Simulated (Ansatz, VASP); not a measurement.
# CoH3: VASP beside Ansatz, part 2 of 2

One calculation is typed for both programs; each brings its own data sets. How far apart do they land? The cell is taken from a series of runs on this material, whose earlier steps may have relaxed, scaled, displaced or heated it; both programs get it as it stands.

VASP 6.6.1 and Ansatz 0.2.0.

So far: Set-up; VASP: zone-centre phonons, PBE.

### Step 3. Ansatz: zone-centre phonons, PBE

Level of this step: Ansatz beside VASP: Kohn-Sham DFT, plane waves, PBE (Ansatz).

Ansatz runs on norm-conserving files, of PseudoDojo where its log says so.

The same cell, functional, mesh and smearing now go to Ansatz, which takes its cutoff from its data sets.

input.yaml reads:

```yaml
crystal:
  lattice:
    - [2.6121745813, 0.0, 0.0]
    - [0.0, 2.6121745813, 0.0]
    - [0.0, 0.0, 2.6121745813]
  atoms:
    - { symbol: Co, position: [0.0, 0.0, 0.0] }
    - { symbol: H, position: [0.0, 0.5, 0.5] }
    - { symbol: H, position: [0.5, 0.0, 0.5] }
    - { symbol: H, position: [0.5, 0.5, 0.0] }
kpoints:
  mp_grid: { grid: [16, 16, 16] }
hamiltonian:
  xc: pbe
  pseudopotentials: { kind: nc }
scf:
  occupations: { method: methfessel_paxton, width: 0.2 }
output:
  eigenvalues: true
phonons:
  method: dfpt
```

Started as:

```
ansatz run input.yaml --threads 4 --pin off --max-ram 7168MiB --backend cpu --events-out ev --progress --plain --runs-dir out
```

Numbers of over 12 decimals in the logs are rounded to 6 here.

The log of the run:

```text
zone centre: on kpoints.mp_grid the ground state, and the responses unless they are solved on pairs of k-points, stand on 729 of the mesh's 4096 k-points, reduced under 8 symmetry operations, with k and −k counted as one. Each operation leaves every solved displacement unchanged or reverses it
Engine: ansatz 0.2.0, aarch64-unknown-linux-gnu
Pseudopotentials: kind: nc
Pseudopotential: Co, nc, valence charge 17, recommended cutoff 1306.14654 eV (normal), Co.nc.azcp (PseudoDojo's, or run here from an input of PseudoDojo's: the run reads no file of this project's for it)
Pseudopotential: H, nc, valence charge 1, recommended cutoff 979.609905 eV (normal), H.nc.azcp
Functional definition: PBE
  parameter kappa = 0.804
  parameter beta = 0.066725
  exchange = pbe_x(kappa = kappa, mu = beta*pi^2/3)
  correlation = pbe_c(beta = beta)
Crystal: 4 atoms, lattice volume = 17.824 Å³
Basis set: ecut = 1306.14654 eV, 1935 PW (Γ), exchange–correlation on 64×64×64 points (8 copies of the dense FFT grid, shifted against one another)
Bands: 14, of which v1, the nominal top of the filled ones, is band 10 counted from 1 (9 counted from 0)
Symmetry: 48 space group operations
k-points: 729 of 4096 (irreducible under 8 space group operations)
Non-local potential: Co, projectors of the file, l = 0: 2, l = 1: 2, l = 2: 2
Non-local potential: H, projectors of the file, l = 0: 2, l = 1: 1
Initial density: superposition of atomic densities (chi_scale 0.1, normalization cell, long waves kept (reshape's long-wave potential 0.00 eV rms))
Initial wavefunctions: pseudopotential atomic-orbital guess
Functional: x = pbe(κ = 0.804, μ = 0.219515), c = pbe(β = 0.066725)
SCF iter   1: F=—  HF=-4210.979932 eV  |F-HF|=—  |Δ(HF+E_count)|=         —  Δρ=8.76e-2  dr2=2.99e-1  ethr=3.10e-3  ⟨swp⟩=5.4  Hψ=48631  notcnv=0
preconditioner: auto → none  [metal: Δε(μ)=0.042 eV  Ē_g=10.473 eV  σ=0.200 eV  W_gap=0.18  n_scr=6 (ndim 8)  ℏωp=30.5 eV  f_vac=0.000  D(μ)=0.69/eV (n_scr^D=6)  sad-step TF]
SCF iter   2: F=—  HF=-4210.932120 eV  |F-HF|=—  |Δ(HF+E_count)|=   4.78e-2  S|Δr|=    0.00e0  Δρ=4.80e-2  dr2=9.92e-2  ethr=1.50e-3  ⟨swp⟩=1.0  Hψ=16038  notcnv=0
SCF iter   3: F=—  HF=-4210.971788 eV  |F-HF|=—  |Δ(HF+E_count)|=   3.97e-2  S|Δr|=    0.00e0  Δρ=4.80e-2  dr2=3.18e-1  ethr=4.96e-4  ⟨swp⟩=2.0  Hψ=19111  notcnv=0  defer=1  recentre
SCF iter   4: F=—  HF=-4210.915488 eV  |F-HF|=—  |Δ(HF+E_count)|=   5.63e-2  S|Δr|=    0.00e0  Δρ=7.98e-3  dr2=4.77e-3  ethr=4.96e-4  ⟨swp⟩=2.6  Hψ=22105  notcnv=0
SCF iter   5: F=—  HF=-4210.915369 eV  |F-HF|=—  |Δ(HF+E_count)|=   1.19e-4  S|Δr|=    0.00e0  Δρ=2.86e-4  dr2=7.36e-6  ethr=2.39e-5  ⟨swp⟩=2.1  Hψ=14600  notcnv=0
SCF iter   6: F=—  HF=-4210.915371 eV  |F-HF|=—  |Δ(HF+E_count)|=   2.37e-6  S|Δr|=    0.00e0  Δρ=6.18e-5  dr2=2.01e-7  ethr=3.68e-8  ⟨swp⟩=2.2  Hψ=16949  notcnv=0
SCF iter   7: F=—  HF=-4210.915366 eV  |F-HF|=—  |Δ(HF+E_count)|=   5.48e-6  S|Δr|=    0.00e0  Δρ=7.42e-6  dr2=3.30e-9  ethr=1.00e-9  ⟨swp⟩=2.2  Hψ=14860  notcnv=0
SCF iter   8: F=—  HF=-4210.915366 eV  |F-HF|=—  |Δ(HF+E_count)|=  6.90e-10  S|Δr|=    0.00e0  Δρ=6.41e-7  dr2=3.37e-11  ethr=1.65e-11  ⟨swp⟩=2.2  Hψ=16606  notcnv=0
SCF iter   9: F=-4210.915366 eV  HF=-4210.915366 eV  |F-HF|=1.82e-12  |Δ(HF+E_count)|=    0.00e0  S|Δr|=    0.00e0  Δρ=1.02e-7  dr2=3.23e-13  ethr=1.00e-12  ⟨swp⟩=7.4  Hψ=57301  notcnv=0
SCF 1 converged in 9 iterations: F = -4210.915366 eV  dr2 = 3.23e-13
DFPT response loops at Γ: preconditioner auto → Kerker (q_TF=auto, 2.781 Å⁻¹) (partly filled bands, converged f_vac=0.000); β = 1.00, the filter's whole step (`scf.mixing.beta` (0.50) is not read by the response loops under this deck's `scf.mixing.preconditioner`; to damp them name `kerker` or `kerker_dos`, under which they read `scf.mixing.beta`, and type it under 1.00, their step now; both keys bind the ground state too); Broyden in place of MSR1
SCF converged after 9 iterations
Stability not checked: this state was not tested for a lower state beside it, because cold or Methfessel-Paxton smearing, or corrected tetrahedra, fill the levels in a way that the test cannot read (fill_not_monotonic; see scf.lower_state_search)
Free energy (F): -4210.915366 eV
Harris-Foulkes:  -4210.915366 eV  (|F-HF|=1.82e-12)
Internal energy: -4210.916673 eV  (E = F + TS)
E sigma→0 (E₀):  -4210.915693 eV
Entropy (-TS):   0.001307 eV (0.327 meV/atom)
Fermi energy:    14.125339 eV
Step filling:    the computed levels leave a gap of 0.0365 eV = 0.2 smearing widths at the electron count; against every level under it full and every level over it empty, smearing changes F+E_penalty+E_count by +0.384 meV and its σ→0 estimate by +0.057 meV
--- Per-component energies (eV) ---
  E_band       = -309.446372
  E_kinetic    = 1893.223199
  E_local      = -3596.802477  (includes V_loc(G=0)·N_el)
  E_nonlocal   = -520.492405
  E_hartree    = 1262.683905
  E_xc         = -792.593206
  E_vxc        = -610.742522  (∫ρ·V_xc dr)
  E_ewald      = -2456.935688
  E_smearing   = 0.001307  (= −TS)
  E_closure    = 0.000000  (closes the sum)
  Σ components = -4210.915366   (vs F -4210.915366, Δ=0.00e0)
--- Band table (eV; the first three rows and the last of 729) ---
  k-point 0: bands = [... 6 lower, 9.4134, 13.2515, 13.2515, 13.2515, 19.9587, 19.9587, 24.4664, 24.4664]
  k-point 1: bands = [... 6 lower, 9.4574, 13.2061, 13.2061, 13.2547, 19.4038, 19.8850, 24.5995, 24.5995]
  k-point 2: bands = [... 6 lower, 9.5860, 13.0801, 13.0801, 13.2636, 18.1975, 19.6706, 24.9888, 24.9888]
  k-point 728: bands = [... 6 lower, 7.7665, 13.8564, 13.8564, 18.3204, 18.3204, 18.3204, 19.1189, 19.1189]
--- Phonons (Γ-DFPT): 3 representative perturbations + reference, on 729 of 4096 k-points (Σ response iterations 10) ---
  k mesh reduced under 8 symmetry operations, with k and −k counted as one. Each operation leaves every solved displacement unchanged or reverses it
  ASR residual: 2.008e-4 → 0.000e0 eV/Å²; symmetrization residual: 9.097e-6 eV/Å²
  ASR residual per site (eV/Å²): 2.01e-4 6.68e-6 6.68e-6 6.68e-6
  Γ frequencies (cm⁻¹): -352.32 -352.32 -352.32 0.00 0.00 0.00 198.14 198.14 198.14 1049.35 1049.35 1049.35
  non-analytic LO–TO correction: not included (Born effective charges unavailable; polar crystals: no LO–TO splitting at Γ)
```

In the SCF lines HF is the Harris–Foulkes energy and dr2 the Hartree energy of the density residual, in eV; the loop may stop once dr2 is under the threshold and the program's other checks hold. Hψ counts applications of the Hamiltonian.

### Step 4. Side by side

Known differences besides the potentials themselves: the data sets hold 20 valence electrons in Ansatz (on norm-conserving files, of PseudoDojo where its log says so) and 12 in VASP; the cutoff is 1306.15 eV in Ansatz and 600 eV in VASP. Total energies have different zeros and are not compared.

Both answers:

| quantity | Ansatz | VASP | difference |
| --- | --- | --- | --- |
| optical mode 1 to 3 (imaginary, printed as negative) (cm⁻¹) | -352.3 | -339.3 | -13.0 |
| optical mode 4 to 6 (cm⁻¹) | 198.1 | 215.6 | -8.10 % |
| optical mode 7 to 9 (cm⁻¹) | 1049.3 | 1052.5 | -0.30 % |

Modes are paired by rising frequency, not by their patterns, so a pair may set unlike modes beside each other; they are those without the splitting of longitudinal modes.

### Step 5. Results

| Item | Value |
| --- | --- |
| r.m.s. difference of the optical zone-centre modes, each program's sorted by frequency (zone-centre phonons, PBE) | 13 cm⁻¹ |
| difference in optical mode 4 to 6 (zone-centre phonons, PBE) | -8.1 % |

What this shows: The r.m.s. difference of the optical zone-centre modes, each program's sorted by frequency is 13 cm⁻¹ (zone-centre phonons, PBE). The data sets hold unlike numbers of valence electrons (20 in Ansatz and 12 in VASP), so part of the differences comes from the potentials. Among the rows given in per cent, the largest difference of the zone-centre phonons, PBE pair is in optical mode 4 to 6, -8.1 %. What causes the difference of the zone-centre phonons, PBE pair stays open here. Such differences can come from data sets, numerical settings and the points named under the comparisons, not from the functional's error against experiment.

[Lines on the potential files, build, host, timing and source positions are cut from VASP's logs without a mark.]

[Logs are printed without paths, hosts, clocks, repeated set-up lines and the standing remarks that a program may print on its own settings, such as how far it seeks lower states.]

[Hosts, paths, dates, database ids (printed as entryN), source tags and the programs' standing remarks are cut or masked in the printed files.]
